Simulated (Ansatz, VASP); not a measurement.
# GeH: VASP beside Ansatz

Wanted: the spread between two codes on one cell, functional and k mesh. The cell is taken from a series of runs on this material, whose earlier steps may have relaxed, scaled, displaced or heated it; both programs get it as it stands.

Main program and level: Ansatz 0.2.0; plane waves, with VASP 6.6.1 beside it; single point at HSE06.

## (1) Set-up

The cell holds 4 atoms: 2 Ge and 2 H. Its edges and angles: a = 4.001 Å, b = 4.001 Å, c = 30.900 Å, α = 90.0°, β = 90.0°, γ = 60.0°. It derives from Ge. Vacuum lies along c.

Coordinates:

```cif
data_structure
_symmetry_space_group_name_H-M 'P 1'
_symmetry_Int_Tables_number 1
_cell_length_a 4.0008
_cell_length_b 4.0008
_cell_length_c 30.9000
_cell_angle_alpha 90.000
_cell_angle_beta 90.000
_cell_angle_gamma 60.000
_cell_volume 428.34
loop_
_atom_site_label
_atom_site_type_symbol
_atom_site_fract_x
_atom_site_fract_y
_atom_site_fract_z
_atom_site_occupancy
Ge1 Ge 0.66667 0.66667 0.48807 1
Ge2 Ge 0.00000 0.00000 0.51193 1
H3 H 0.66667 0.66667 0.43802 1
H4 H 0.00000 0.00000 0.56198 1
```

## (2) VASP: single point, HSE06

A single point gives forces, pressure and levels at one fixed geometry, so differences don't come from the geometry; what else differs is listed under the comparison.

Lines of VASP's logs that name or quote its potential files are left out, and so is its time.

The run reads the wave functions of an earlier VASP run, which isn't shown here.

File INCAR:

```
SYSTEM = GeH
PREC = Accurate
ENCUT = 410
EDIFF = 1E-06
NELM = 100
ISMEAR = 0
SIGMA = 0.01
LREAL = .FALSE.
ALGO = Normal
LHFCALC = .TRUE.
AEXX = 0.25
GGA = PE
HFSCREEN = 0.208
LASPH = .TRUE.
NBANDS = 21
PRECFOCK = Fast
LORBIT = 11
LWAVE = .FALSE.
LCHARG = .FALSE.
KPAR = 4
NCORE = 2
ISIF = 2
LDIPOL = .TRUE.
IDIPOL = 3
DIPOL = 0.5 0.5 0.5
LVHAR = .TRUE.
```

File POSCAR:

```
GeH
1.0
    4.0008101680      0.0000000000      0.0000000000
    2.0004050840      3.4648032412      0.0000000000
    0.0000000000      0.0000000000     30.9000000000
Ge H
2 2
Direct
    0.6666666667      0.6666666667      0.4880669943
    0.0000000000      0.0000000000      0.5119330057
    0.6666666667      0.6666666667      0.4380182977
    0.0000000000      0.0000000000      0.5619817023
```

File KPOINTS:

```
Automatic mesh
0
Gamma
6 6 1
0 0 0
```

Potentials, in the order of the species: Ge_d and H (PBE family, release 64).

Launch:

```
> mpirun -np 8 vasp_std
```

Numbers of over 12 decimals in the logs are rounded to 6 here.

What it wrote:

```text
[banner, memory and clock lines left out]
running    8 mpi-ranks, on    1 nodes
 distrk:  each k-point on    2 cores,    4 groups
 distr:  one band on    2 cores,    1 groups

 POSCAR found type information on POSCAR GeH
 POSCAR found :  2 types and       4 ions
 LDA part: xc-table for (Slater+PW92), standard interpolation
 found WAVECAR, reading the header
 POSCAR, INCAR and KPOINTS ok, starting setup
 FFT: planning ... GRIDC
 FFT: planning ... GRID_SOFT
 FFT: planning ... GRID
 reading WAVECAR
 the WAVECAR file was read successfully
 initial charge from wavefunction
 entering main loop
       N       E                     dE             d eps       ncg     rms          rms(c)
DAV:   1    -0.181375710728E+02   -0.18138E+02   -0.10277E+00   400   0.186E+01    0.961E-01
DAV:   2    -0.181346829689E+02    0.28881E-02   -0.60970E-02   397   0.326E+00    0.710E-01
DAV:   3    -0.181325959546E+02    0.20870E-02   -0.79001E-03   397   0.145E+00    0.478E-01
DAV:   4    -0.181322766596E+02    0.31930E-03   -0.10460E-03   363   0.496E-01    0.299E-01
DAV:   5    -0.181321927712E+02    0.83888E-04   -0.16279E-04   429   0.143E-01    0.183E-01
DAV:   6    -0.181321650689E+02    0.27702E-04   -0.26304E-05   365   0.552E-02    0.109E-01
DAV:   7    -0.181321537672E+02    0.11302E-04   -0.51787E-06   317   0.241E-02    0.646E-02
DAV:   8    -0.181321486139E+02    0.51534E-05   -0.12043E-06   301   0.119E-02    0.382E-02
DAV:   9    -0.181321462487E+02    0.23651E-05   -0.38142E-07   245   0.674E-03    0.226E-02
DAV:  10    -0.181321452080E+02    0.10408E-05   -0.21927E-07   264   0.524E-03    0.132E-02
DAV:  11    -0.181321447987E+02    0.40933E-06   -0.97680E-08   243   0.370E-03
   1 F= -.18132145E+02 E0= -.18132145E+02  d E =-.521772E-20
```

From OUTCAR (step 2):

```text
ion  position               nearest neighbor table
   1  0.667  0.667  0.488-   3 1.55   2 2.42   2 2.42   2 2.42
   2  0.000  0.000  0.512-   4 1.55   1 2.42   1 2.42   1 2.42
   3  0.667  0.667  0.438-   1 1.55
   4  0.000  0.000  0.562-   2 1.55

  LATTYP: Found a hexagonal cell.
 ALAT       =     4.0008101680
 C/A-ratio  =     7.7234356799

 Subroutine GETGRP returns: Found 12 space group operations
 (whereof  6 operations were pure point group operations)

The static configuration has the point symmetry C_3v.
 The point group associated with its full space group is D_3d.

 Found      7 irreducible k-points:

   k-points           NKPTS =      7   k-points in BZ     NKDIM =     36   number of bands    NBANDS=     21

   dimension x,y,z NGX =    28 NGY =   28 NGZ =  210
   dimension x,y,z NGXF=    56 NGYF=   56 NGZF=  420

   ENCUT  =  410.0 eV  30.13 Ry    5.49 a.u.   6.61  6.61 51.02*2*pi/ulx,y,z

   NELECT =      30.0000    total number of electrons

 k-points in reciprocal lattice and weights: Automatic mesh
   0.00000000  0.00000000  0.00000000       0.028
   0.16666667  0.00000000  0.00000000       0.167
   0.33333333  0.00000000  0.00000000       0.167
   0.50000000 -0.00000000  0.00000000       0.083
   0.33333333  0.16666667  0.00000000       0.167
   0.50000000  0.16666667  0.00000000       0.333
  -0.33333333  0.33333333  0.00000000       0.056

  exchange ACFDT corr.  =         0.00000000  see jH, gK, PRB 81, 115126

 dipolmoment           0.000000      0.000000     -0.000000 electrons x Angstroem

 average (electrostatic) potential at core
       1 -75.3107       2 -75.3107       3 -36.1909       4 -36.1910

 E-fermi :  -4.1415

 k-point     1 :       0.0000    0.0000    0.0000
  band No.  band energies     occupation
    ...
     11     -16.6530      2.00000
     12     -11.1533      2.00000
     13      -7.1054      2.00000
     14      -4.2037      2.00000
     15      -4.2037      2.00000
     16      -2.1695      0.00000
     17       0.1781      0.00000
     18       0.6450      0.00000
     19       0.8162      0.00000
     20       0.8162      0.00000
    ...

 k-point     2 :       0.1667    0.0000    0.0000
  band No.  band energies     occupation
    ...
     11     -16.3278      2.00000
     12     -11.1733      2.00000
     13      -7.1387      2.00000
     14      -6.3547      2.00000
     15      -4.7831      2.00000
     16      -0.9169      0.00000
     17       0.4847      0.00000
     18       0.6620      0.00000
     19       1.3015      0.00000
     20       1.4899      0.00000
    ...

 k-point     3 :       0.3333    0.0000    0.0000
  band No.  band energies     occupation
    ...
     11     -15.4093      2.00000
     12     -11.7456      2.00000
     13      -8.1166      2.00000
     14      -7.2581      2.00000
     15      -5.6011      2.00000
     16      -1.3756      0.00000
     17       0.7635      0.00000
     18       1.1895      0.00000
     19       1.9411      0.00000
     20       2.3592      0.00000
    ...

  Total        0.2167318      0.2167318     -0.6114053      0.0000000      0.0000000     -0.0000000
  in kB        0.8106777      0.8106777     -2.2869402      0.0000000      0.0000000     -0.0000000
  external PRESSURE =      -0.2218616 kB  Pullay stress =       0.0000000 kB

  energy-cutoff  :      410.00
  volume of cell :      428.34
      direct lattice vectors                 reciprocal lattice vectors
     4.000810168  0.000000000  0.000000000     0.249949375 -0.144308339  0.000000000
     2.000405084  3.464803241  0.000000000     0.000000000  0.288616678  0.000000000
     0.000000000  0.000000000 30.900000000     0.000000000  0.000000000  0.032362460

 POSITION                                       TOTAL-FORCE (eV/Angst)
 -----------------------------------------------------------------------------------
      4.00081      2.30987     15.08127        -0.000000      0.000000     -0.205931
      0.00000      0.00000     15.81873         0.000000     -0.000000      0.205931
      4.00081      2.30987     13.53477        -0.000000     -0.000000      0.151751
      0.00000      0.00000     17.36523        -0.000000     -0.000000     -0.151751
 -----------------------------------------------------------------------------------
    total drift:                                0.000006      0.000003      0.000037

  FREE ENERGIE OF THE ION-ELECTRON SYSTEM (eV)
  ---------------------------------------------------
  free  energy   TOTEN  =       -18.1321447987 eV

  energy  without entropy=      -18.1321447987  energy(sigma->0) =      -18.13214480

 vacuum level on the upper side and lower side of the slab         1.042         1.042

 total charge
# of ion       s       p       d       tot
------------------------------------------
    1        1.088   1.385  10.043  12.517
    2        1.088   1.385  10.043  12.517
    3        0.541   0.012   0.000   0.554
    4        0.541   0.012   0.000   0.554
--------------------------------------------------
tot          3.259   2.795  20.087  26.141

[... 3 further parts left out ...]
```

## (3) Ansatz: single point, HSE06

Ansatz runs on its PAW soft_1 files.

The same cell, functional and mesh now go to Ansatz, which takes its cutoff from its data sets.

File input.yaml:

```yaml
crystal:
  lattice:
    - [4.000810168, 0.0, 0.0]
    - [2.000405084, 3.4648032412, 0.0]
    - [0.0, 0.0, 30.9]
  atoms:
    - { symbol: Ge, position: [0.6666666667, 0.6666666667, 0.4880669943] }
    - { symbol: Ge, position: [0.0, 1.0, 0.5119330057] }
    - { symbol: H, position: [0.6666666667, 0.6666666667, 0.4380182977] }
    - { symbol: H, position: [0.0, 1.0, 0.5619817023] }
  periodic: [true, true, false]
kpoints:
  mp_grid: { grid: [6, 6, 1] }
  band_path:
    path: [[0.0, 0.0, 0.0], [0.5, 0.0, 0.0], [0.6666666667, 0.3333333333, 0.0]]
    npoints: 1
hamiltonian:
  xc: hse06
  pseudopotentials: { kind: paw, azcp: { folder: soft_1 } }
scf:
  occupations: { method: fixed }
  n_extra_bands: 5
output:
  eigenvalues: true
```

Launch:

```
> ansatz run input.yaml --threads 3 --pin off --max-ram 92160MiB --backend cuda --events-out ev --progress --plain --runs-dir out --devices 1 --max-vram 13GiB
```

What it wrote:

```text
scf.n_extra_bands = 5 over 15 filled bands (N_el = 30.0): the run solves 20 bands
GPUs: using 1 of 1 available (devices: 1).
Engine: ansatz 0.2.0, x86_64-unknown-linux-gnu
Pseudopotentials: kind: paw
Pseudopotential: Ge, paw, valence charge 14, recommended cutoff 420 eV (normal), soft_1/Ge.paw.azcp
Pseudopotential: H, paw, valence charge 1, recommended cutoff 420 eV (normal), soft_1/H.paw.azcp
Functional definition: HSE06
  parameter a = 0.25
  parameter omega = 0.11/bohr
  exchange = pbe_x - a*pbe_x_sr(omega) + a*exact_x_sr(omega)
  correlation = pbe_c
davidson cushion auto → on  (no smearing: the cushion is to keep the highest requested band from converging to the state above it; pin scf.eigensolver.cushion to override)
device memory: the entry about to start is reckoned to put 2.7 GiB on a device that reports 47.2 GiB free (of which the cap on the GPU budget leaves the run 13.0 GiB)
GPU FFT provider: cuFFT
GPU libraries: cuBLAS 13.8.2, cuFFT 12.4.0, cuSOLVER 12.3.4
Crystal: 4 atoms, lattice volume = 428.336 Å³
Basis set: ecut = 420 eV, 8419 PW (Γ)
Bands: 20, of which v1, the nominal top of the filled ones, is band 15 counted from 1 (14 counted from 0)
Symmetry: 12 space group operations
Space group: P-3m1 (ITA 164), of the structure as read, at distance tolerance 7.5e-5 Å
k-points: 7 of 36
Non-local potential: Ge, projectors of the file, l = 0: 2, l = 1: 2, l = 2: 3, l = 3: 1
Non-local potential: H, projectors of the file, l = 0: 2, l = 1: 1
PAW form: soft (Blöchl's): semilocal exchange-correlation on the pseudo side does not see the compensation charge
PAW frozen core: Ge, regenerated for the run's functional, and the local potential with it (the file was generated under x = pbe(κ = 0.804, μ = 0.219515), c = pbe(β = 0.066725))
PAW one-centre angular grid: Ge, 590 points (default); XC on 64 Gauss nodes
PAW one-centre angular grid: H, 110 points (default); XC on 64 Gauss nodes
Initial density: superposition of atomic densities (neutral atoms: chi_scale 0, normalization atom)
Initial wavefunctions: pseudopotential atomic-orbital guess
GPU buffer pool allocated for 157464 grid points (all kernels)
GPU transforms: local potential and band sums: pruned to the plane-wave sphere, on 27×27×216
Functional: x = pbe(κ = 0.804, μ = 0.219515), c = pbe(β = 0.066725), warm-up for x = pbe(κ = 0.804, μ = 0.219515) + 0.25 (exact − pbe) at short range (hse, ω = 0.207870 Å⁻¹), c = pbe(β = 0.066725); HSE06 as pw.x's `hse` composes it (authors' and Libxc's form: `xc: wpbeh`)
iter 1 solved again at ethr=5.90e-3 eV; its pass at ethr=1.00e-1 eV (dr2=1.77e0 eV) is discarded
SCF iter   1: F=—  HF=-8621.806564 eV  |F-HF|=—  |Δ(HF+E_count)|=         —  Δρ=2.24e-2  dr2=1.82e0  ethr=5.90e-3  ⟨swp⟩=5.1  Hψ=791  notcnv=0
preconditioner: auto → none  [insulator: Δε(μ)=1.338 eV  Ē_g=10.144 eV  n_scr=16 (ndim 8)  ℏωp=5.7 eV  f_vac=0.792]
SCF iter   2: F=—  HF=-8621.342795 eV  |F-HF|=—  |Δ(HF+E_count)|=   4.64e-1  Δρ=8.85e-3  dr2=2.75e-1  ethr=5.90e-3  ⟨swp⟩=3.7  Hψ=340  notcnv=0
iter 3 solved again at ethr=2.26e-5 eV; its pass at ethr=9.15e-4 eV (dr2=6.77e-3 eV) is discarded
SCF iter   3: F=—  HF=-8621.288028 eV  |F-HF|=—  |Δ(HF+E_count)|=   5.48e-2  Δρ=1.16e-3  dr2=6.74e-3  ethr=2.26e-5  ⟨swp⟩=5.3  Hψ=794  notcnv=0  defer=10
SCF iter   4: F=—  HF=-8621.286115 eV  |F-HF|=—  |Δ(HF+E_count)|=   1.91e-3  Δρ=6.07e-4  dr2=5.68e-4  ethr=2.25e-5  ⟨swp⟩=4.7  Hψ=397  notcnv=0  defer=1
SCF iter   5: F=-8621.286320 eV  HF=-8621.286329 eV  |F-HF|=8.43e-6  |Δ(HF+E_count)|=   2.14e-4  Δρ=1.06e-4  dr2=2.69e-5  ethr=1.89e-6  ⟨swp⟩=5.0  Hψ=461  notcnv=0  defer=3
SCF 1 stopped early in 5 iterations: F = -8621.286320 eV  dr2 = 2.69e-5
  greatest PAW one-centre occupation: 0.998 electrons in one spin orbital (limit 2), on the Ge atom at site 1 (counted from 0), in its partial waves of l = 2
device memory: the entry about to start is reckoned to put 3.2 GiB on a device that reports 47.1 GiB free (of which the cap on the GPU budget leaves the run 13.0 GiB)
GPU FFT provider: cuFFT
GPU libraries: cuBLAS 13.8.2, cuFFT 12.4.0, cuSOLVER 12.3.4
Initial density: handed on by an earlier stage of this run
Initial wavefunctions: those handed on with the density
GPU buffer pool allocated for 157464 grid points (all kernels)
GPU transforms: local potential and band sums: pruned to the plane-wave sphere, on 27×27×216
Functional: x = pbe(κ = 0.804, μ = 0.219515) + 0.25 (exact − pbe) at short range (hse, ω = 0.207870 Å⁻¹), c = pbe(β = 0.066725); HSE06 as pw.x's `hse` composes it (authors' and Libxc's form: `xc: wpbeh`)
Exchange kernel: α = 0.2500, screened, ω = 0.2079 Å⁻¹, Wigner–Seitz truncation, v(0) = 1046.7796 eV·Å³, q-mesh 6×6×1, nearest image of the exchange supercell L = 24.00 Å, pair-density grid 18×18×120, without the augmentation charges, whose exchange is taken in its separable form by FFT convolution over the k-point mesh (sized by the pseudopotential files, 24×24×216 at the most), smooth part of the exact exchange by density-matrix convolution in up to 8.02 GiB of GPU memory as planned if the GPU has room (build and FFT work areas not counted)
Frozen-core exchange: fock
SCF iter   1: F=—  HF=-8623.164210 eV  |F-HF|=—  |Δ(HF+E_count)|=         —  Δρ=3.08e-3  dr2=1.40e-2  ethr=8.96e-7  ⟨swp⟩=16.9  Hψ=934  notcnv=2
preconditioner: auto → none  [insulator: Δε(μ)=1.952 eV  Ē_g=10.844 eV  n_scr=16 (ndim 8)  ℏωp=5.7 eV  f_vac=0.816]
SCF iter   2: F=—  HF=-8623.147196 eV  |F-HF|=—  |Δ(HF+E_count)|=   1.70e-2  Δρ=6.55e-4  dr2=1.42e-3  ethr=8.96e-7  ⟨swp⟩=5.9  Hψ=612  notcnv=0  defer=2
SCF iter   3: F=—  HF=-8623.156123 eV  |F-HF|=—  |Δ(HF+E_count)|=   8.93e-3  Δρ=5.60e-4  dr2=4.21e-4  ethr=8.96e-7  ⟨swp⟩=6.6  Hψ=629  notcnv=0  defer=7
SCF iter   4: F=—  HF=-8623.156042 eV  |F-HF|=—  |Δ(HF+E_count)|=   8.11e-5  Δρ=1.51e-4  dr2=4.63e-5  ethr=8.96e-7  ⟨swp⟩=3.3  Hψ=392  notcnv=0  defer=2
SCF iter   5: F=-8623.156055 eV  HF=-8623.156055 eV  |F-HF|=4.24e-7  |Δ(HF+E_count)|=   1.28e-5  Δρ=1.51e-5  dr2=8.63e-6  ethr=1.13e-7  ⟨swp⟩=4.7  Hψ=368  notcnv=0  defer=2
SCF 2 stopped early in 5 iterations: F = -8623.156055 eV  dr2 = 8.63e-6
hybrid outer 1: dexx = +9.972e-3 eV, tail = 7.53e-5 eV
GPU FFT provider: cuFFT
GPU libraries: cuBLAS 13.8.2, cuFFT 12.4.0, cuSOLVER 12.3.4
GPU buffer pool allocated for 157464 grid points (all kernels)
GPU transforms: local potential and band sums: pruned to the plane-wave sphere, on 27×27×216
Exchange kernel: α = 0.2500, screened, ω = 0.2079 Å⁻¹, Wigner–Seitz truncation, v(0) = 1046.7796 eV·Å³, q-mesh 6×6×1, nearest image of the exchange supercell L = 24.00 Å, pair-density grid 18×18×120, without the augmentation charges, whose exchange is taken in its separable form by FFT convolution over the k-point mesh (sized by the pseudopotential files, 24×24×216 at the most), smooth part of the exact exchange by density-matrix convolution in up to 8.02 GiB of GPU memory as planned if the GPU has room (build and FFT work areas not counted)
Frozen-core exchange: fock
SCF iter   1: F=—  HF=-8623.156469 eV  |F-HF|=—  |Δ(HF+E_count)|=         —  Δρ=4.93e-5  dr2=4.34e-6  ethr=1.25e-6  ⟨swp⟩=4.4  Hψ=359  notcnv=0
preconditioner: auto → none  [insulator: Δε(μ)=2.023 eV  Ē_g=10.843 eV  n_scr=16 (ndim 8)  ℏωp=5.7 eV  f_vac=0.817]
iter 2 solved again at ethr=6.28e-10 eV; its pass at ethr=1.35e-8 eV (dr2=1.88e-7 eV) is discarded
SCF iter   2: F=—  HF=-8623.156469 eV  |F-HF|=—  |Δ(HF+E_count)|=   2.96e-7  Δρ=8.67e-6  dr2=5.36e-7  ethr=6.28e-10  ⟨swp⟩=5.7  Hψ=907  notcnv=0  defer=2
SCF iter   3: F=-8623.156472 eV  HF=-8623.156472 eV  |F-HF|=3.64e-8  |Δ(HF+E_count)|=   3.14e-6  Δρ=5.21e-6  dr2=6.79e-8  ethr=6.28e-10  ⟨swp⟩=6.1  Hψ=541  notcnv=0  defer=6
SCF 3 converged in 3 iterations: F = -8623.156472 eV  dr2 = 6.79e-8
hybrid outer 2: dexx = +3.962e-6 eV, tail = 2.34e-7 eV, Δε = 5.57e-3 eV (about 3.61e-4 eV left of the loop's levels)
device memory: the entry about to start is reckoned to put 1.0 GiB on a device that reports 44.6 GiB free (of which the cap on the GPU budget leaves the run 13.0 GiB)
NSCF: frozen V_eff on 3 k-points
hybrid SCF converged: 2 outer / 8 inner (+5 warm-up), last move |dexx| = 3.96e-6 eV, tail = 2.34e-7 eV
Stability not checked: this state was not tested for a lower state beside it, because the functional holds exact exchange (a hybrid, or Hartree-Fock), whose exchange loop this test does not read (fock_operator; see scf.lower_state_search)
Free energy (F): -8623.156472 eV
Frozen-core exchange: fock
Harris-Foulkes:  -8623.156472 eV  (|F-HF|=3.64e-8)
Internal energy: -8623.156472 eV  (E = F + TS)
E sigma→0 (E₀):  -8623.156472 eV
Fermi energy:    -5.240749 eV
--- Per-component energies (eV) ---
  E_band       = -751.477806
  E_kinetic    = 209.746676
  E_local      = -44903.331111  (includes V_loc(G=0)·N_el)
  E_nonlocal   = 437.096324
  E_hartree    = 22163.397116
  E_xc         = -129.109565
  E_vxc        = -121.929850  (∫ρ·V_xc dr)
  E_exx        = -112.667953  (= α·E_x^exact, valence–valence)
  E_paw        = -3948.822336  (= ΣΔE_a)
  E_vpaw       = -474.519125  (= ΣTr[D̂ρ^β])
  E_aug_tail   = -0.001817  (compensation charges beyond the density's cutoff)
  E_ewald      = 17661.266928
  E_core_change = -0.730735  (= ΣΔE_core)
  E_smearing   = -0.000000  (= −TS)
  E_closure    = -0.000000  (closes the sum)
  Σ components = -8623.156472   (vs F -8623.156472, Δ=3.64e-12)
--- Band table (eV; the first three rows and the last of 7) ---
  k-point 0: bands = [... 11 lower, -12.1935, -8.1462, -5.2407, -5.2407, -3.2156, -0.8506, -0.3524, -0.2289, ... 1 higher]
  k-point 1: bands = [... 11 lower, -12.2136, -8.1795, -7.3934, -5.8205, -1.9607, -0.5459, -0.3666, 0.3753, ... 1 higher]
  k-point 2: bands = [... 11 lower, -12.7848, -9.1559, -8.2991, -6.6387, -2.4182, -0.2772, 0.1477, 0.9263, ... 1 higher]
  k-point 6: bands = [... 11 lower, -14.5553, -8.9238, -8.7616, -8.7616, -0.2365, 0.1900, 0.1900, 2.5914, ... 1 higher]
  the weakly bound empty levels are not read free of the cell's end (exact_exchange)
```

## (4) Differences

Known differences besides the potentials themselves: exact exchange at q = 0 is treated differently, which shows on coarse meshes; VASP keeps PBE cores, Ansatz makes them for the functional; fixed occupations in Ansatz, narrow Gaussian smearing in VASP; Ansatz cuts the interaction across the vacuum, VASP repeats the sheet with a dipole correction; the cutoff is 420 eV in Ansatz and 410 eV in VASP; VASP takes a coarser grid for exact exchange (PRECFOCK = Fast). Total energies have different zeros and are not compared.

The two programs side by side:

```tsv
quantity	Ansatz	VASP	difference
gap on the k mesh (eV)	2.025	2.034	-0.009
```

A gap on the mesh is an upper bound, since the band edges may lie between its points. With vacuum in the cell, a pressure given here is an average over mostly empty space and none of the material.

## (5) Results

```
difference in gap on the k mesh (single point, HSE06) : -0.0090 eV
```

**Reading.** The difference in gap on the k mesh is -0.0090 eV (single point, HSE06), within the 0.08 eV picked in this series as the mark of a large difference. Such differences can come from data sets, numerical settings and the points named under the comparisons, not from the functional's error against experiment.

[Lines on the potential files, build, host, timing and source positions are cut from VASP's logs without a mark.]

[Logs are printed without paths, hosts, clocks, repeated set-up lines and the standing remarks that a program may print on its own settings, such as how far it seeks lower states.]

[Hosts, paths, dates, database ids (printed as entryN), source tags and the programs' standing remarks are cut or masked in the printed files.]
